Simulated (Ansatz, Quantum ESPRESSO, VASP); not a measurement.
Code comparison for SrNiF6 (P1, 8 atoms in the cell)

Self-consistent single point, at a second geometry (atoms moved at random). First geometry:

```
CELL_PARAMETERS angstrom
      3.63099     2.09635     2.25259
     -3.63099     2.09635     2.25259
      0.00000    -4.19270     2.25259
ATOMIC_POSITIONS crystal
  Sr 0.50000 0.50000 0.50000
  Ni 0.00000 0.00000 0.00000
  F  0.72210 0.72210 0.06795
  F  0.27790 0.27790 0.93205
  F  0.06795 0.72210 0.72210
  F  0.93205 0.27790 0.27790
  F  0.72210 0.06795 0.72210
  F  0.27790 0.93205 0.27790
```

Second geometry:
```yaml
crystal:
  lattice:
    - [3.63099, 2.09635, 2.25259]
    - [-3.63099, 2.09635, 2.25259]
    - [0.00000, -4.19270, 2.25259]
  atoms:
    - { symbol: Sr, position: [0.51406, 0.49919, 0.51283] }
    - { symbol: Ni, position: [0.00147, 0.00008, 0.00679] }
    - { symbol: F, position: [0.71106, 0.73196, 0.06021] }
    - { symbol: F, position: [0.29782, 0.29385, 0.93107] }
    - { symbol: F, position: [0.06037, 0.71058, 0.72306] }
    - { symbol: F, position: [0.93885, 0.27842, 0.27719] }
    - { symbol: F, position: [0.71218, 0.05863, 0.72041] }
    - { symbol: F, position: [0.26418, 0.92729, 0.26845] }
```

Shared settings, as Ansatz (an electronic-structure program) writes them: kpoints.mp_grid.grid = 5 5 5; scf.occupations.method = fixed. Potentials and cutoffs stand in the table.

```csv
code,model,ΔF from the first geometry (meV/atom),pressure (GPa),largest force (eV/Å),gap on the mesh (eV),cutoff
Ansatz,"PBEsol, PAW files made with PBE",26.3,-6.10,2.357,0.969,420 eV
Quantum ESPRESSO,"PBEsol, PSlibrary ultrasoft (PBE) pseudopotentials",26.7,-5.36,2.501,1.022,55 Ry
VASP,"PBEsol, VASP's PBE PAW potentials (set 64)",26.5,-16.33,2.410,0.917,400 eV
```

Size of the force on each atom (eV/Å): Sizes of forces hide their directions.

```tsv
code	Sr1	Ni2	F3	F4	F5	F6	F7	F8
Ansatz	0.175	2.357	0.578	1.767	0.991	0.251	0.910	0.698
Quantum ESPRESSO	0.183	2.501	0.479	1.708	0.883	0.111	0.813	0.927
VASP	0.189	2.410	0.514	1.722	0.936	0.170	0.872	0.806
```

Gaps are read on the mesh.

The spread over the programs that give each value: ΔF from the first geometry within 0.4 meV/atom; pressure within 10.97 GPa; largest force within 0.144 eV/Å; gap on the mesh within 0.105 eV.

Ansatz's pressure is given at a fixed set of plane waves, as the other plane-wave codes print theirs; with its correction for the finite basis it is -5.64 GPa (the shift of 0.46 GPa shows how far the cutoff is from converged). In the pressure, VASP (by 10.23) lies more than 1 GPa from the median of the plane-wave programs.

VASP's run is marked for a possible Pulay error in its stress at this cutoff; no cutoff test was made.

VASP ran the fixed occupations as a Gaussian smearing of 0.01 eV.

The starting cell comes from a database of computed structures (which also holds hypothetical and non-ambient phases and stackings), without a prior relaxation at this level. Its lattice was rescaled by a random factor within 2.5 % of one. For this run, on top of that: atoms moved at random.

Left out of this page: CP2K (unsound by tests on forces, stress, charge or solver warnings); SIESTA (not drawn, or without a comparable value).

Keys are those of Ansatz 0.2.
